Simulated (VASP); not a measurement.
All values below come from PBE GGA, VASP's PBE PAW potentials (set 64) (plane waves; VASP).

VASP input:

**INCAR**
```
SYSTEM = Zr3Sc
PREC = Accurate; ENCUT = 300; LREAL = .FALSE.
LASPH = .TRUE.
EDIFF = 1E-6; NELM = 100; ALGO = Normal
LMAXMIX = 4
ISMEAR = 0; SIGMA = 0.272
GGA = PE
ISIF = 2
LWAVE = .FALSE.; LCHARG = .FALSE.
```

KPOINTS:
```
Automatic mesh
0
Gamma
5 5 5
0 0 0
```

**POSCAR**
```
Zr3Sc
7.6724780
  0.0000000000   0.5000000000   0.5000000000
  0.5000000000   0.0000000000   0.5000000000
  0.5000000000   0.5000000000   0.0000000000
Sc Zr
1 3
Cart
  0.0173025000  -0.0086195000   0.0040800000
  0.4951515000   0.5086675000   0.5065220000
  0.2496250000   0.2520145000   0.2487605000
  0.7379215000   0.7479380000   0.7406375000
```

POTCAR, in this order: Sc_sv Zr_sv (PBE.64 set). Program: vasp_std.

At this cut-off the stress carries a Pulay error, which pulls relaxed volumes low.

Predict the energy per atom (σ→0), pressure, largest force, band gap (on the k-mesh).

- energy per atom (σ→0) = -7.616 eV/atom
- band gap (on the k-mesh) = none (metal, semimetal or under 0.01 eV)
- pressure = -11.24 GPa
- largest force = 0.357 eV/Å

OSZICAR:
```
...
DAV:   9    -0.306519230992E+02    0.34757E-02   -0.83442E-02  5560   0.179E+00    0.704E-01
DAV:  10    -0.306504764005E+02    0.14467E-02   -0.16122E-02  5500   0.102E+00    0.179E-01
DAV:  11    -0.306500658629E+02    0.41054E-03   -0.36942E-03  5480   0.414E-01    0.900E-02
DAV:  12    -0.306499223678E+02    0.14350E-03   -0.68774E-04  5784   0.180E-01    0.495E-02
DAV:  13    -0.306499327858E+02   -0.10418E-04   -0.10051E-04  5604   0.604E-02    0.187E-02
DAV:  14    -0.306499246466E+02    0.81392E-05   -0.40497E-05  5096   0.383E-02    0.394E-03
DAV:  15    -0.306499238230E+02    0.82356E-06   -0.10999E-06  2432   0.968E-03
   1 F= -.30649924E+02 E0= -.30463928E+02  d E =-.371992E+00
```

The structure was generated: Zr3Sc was put into an ordered model structure, which need not be its known phase. The cell was not relaxed at this level, atoms are displaced from their ideal sites. The electron count is odd and the run is not spin-polarised, which forces a metal.
